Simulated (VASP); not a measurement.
Here is a VASP 6.6.1 calculation.

File POSCAR:

```
LaCuTe2
1.0
    2.3719208760      1.3694291563      6.7495388525
   -2.3719208760      1.3694291563      6.7495388525
    0.0000000000     -2.7388583125      6.7495388525
Cu La Te
1 1 2
Direct
    1.0000000000      0.0000000000      0.0000000000
    0.5000000000      0.5000000000      0.5000000000
    0.2575498395      0.2575498395      0.2575498395
    0.7424501605      0.7424501605      0.7424501605
```

The input INCAR.step1:

```
PREC = Accurate
ENCUT = 520
ISMEAR = 0
SIGMA = 0.01
LREAL = False
LASPH = True
NELM = 100
NBANDS = 25
GGA = PE
ALGO = Normal
EDIFF = 1E-4
LWAVE = True
LCHARG = False
```

The input INCAR.step2:

```
PREC = Accurate
ENCUT = 520
EDIFF = 1E-7
ISMEAR = 0
SIGMA = 0.01
LREAL = False
LASPH = True
NELM = 100
ALGO = Normal
ISIF = 2
LWAVE = False
LCHARG = False
METAGGA = R2SCAN
LMIXTAU = True
NBANDS = 25
ISTART = 1
```

Contents of KPOINTS:

```
regular mesh
0
Gamma
  6 6 6
```

Potentials or basis: VASP PAW PBE potentials, release 64 (Cu, La, Te).

The run is started by

```sh
$ cat potpaw_PBE.64/Cu/POTCAR potpaw_PBE.64/La/POTCAR potpaw_PBE.64/Te/POTCAR > POTCAR
$ cp INCAR.step1 INCAR
$ mpirun -np 1 vasp_std > vasp.out
$ cp INCAR.step2 INCAR
$ mpirun -np 1 vasp_std > vasp.out
```

Task: Estimate the band gap on the k mesh.

Result: 1.38 eV, indirect (least direct gap 1.75 eV).

Task: What does it give for the pressure?

Result: -4.5 GPa.

Task: What does it give for the largest force?

Result: 0.007 eV/Å.

Forces on the atoms (eV/Å):
```
Cu   0.000  0.000  0.000
La   0.000  0.000  0.000
Te   0.000  0.000 -0.007
Te   0.000  0.000  0.007
```

Caveat: the PAW data sets were made with another functional, which shifts forces and pressure a little; spin-orbit coupling is left out, which moves the levels of the heavy elements. A k mesh can miss the band edges.
